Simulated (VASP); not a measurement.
```
CELL_PARAMETERS angstrom
      2.07000    -3.58534     0.00000
      2.07000     3.58534     0.00000
      0.00000     0.00000     6.72000
ATOMIC_POSITIONS crystal
  Cd 0.66667 0.33333 0.50000
  Cd 0.33333 0.66667 0.00000
  S  0.66667 0.33333 0.87700
  S  0.33333 0.66667 0.37700
```

Level of theory: LDA (Ceperley-Alder, Perdew-Zunger), VASP's LDA PAW potentials (set 64) (plane waves; VASP). Settings: 300 eV cut-off, 6×6×4 Γ-centred mesh, Fermi-Dirac smearing of 0.020 eV, potentials Cd S.

At this cut-off the stress carries a Pulay error, which pulls relaxed volumes low.

Q: Give the stress tensor in GPa (positive for a compressed cell).

A: 
```
-2.36   0.00   0.00
 0.00  -2.36   0.00
 0.00   0.00  -2.19
```
The pressure is its mean diagonal, -2.30 GPa.

The structure is a typed CdS crystal. The cell was not relaxed at this level.
